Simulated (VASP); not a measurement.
Consider the following.

```yaml
crystal:
  lattice:
    - [-2.65786, 2.65786, 2.65786]
    - [2.65786, -2.65786, 2.65786]
    - [2.65786, 2.65786, -2.65786]
  atoms:
    - { symbol: K, position: [0.00000, 0.00000, 0.00000] }
```

Level of theory: revTPSS meta-GGA, VASP's PBE PAW potentials (set 64) (plane waves; VASP). Settings: 520 eV cut-off, 11×11×11 Γ-centred mesh, tetrahedra with Blöchl corrections, potentials K_sv.

Q: What does the run give for the energy per atom (σ→0), band gap (over mesh and band path) with the smallest direct gap where there is one?

A: 
The band gap (over mesh and band path) is none (metal, semimetal or under 0.01 eV) and the energy per atom (σ→0) comes out as -1.674 eV/atom.

Total energies compare only between runs with the same potentials, cut-off and functional.

The compound is K in the bcc structure. It was relaxed first.
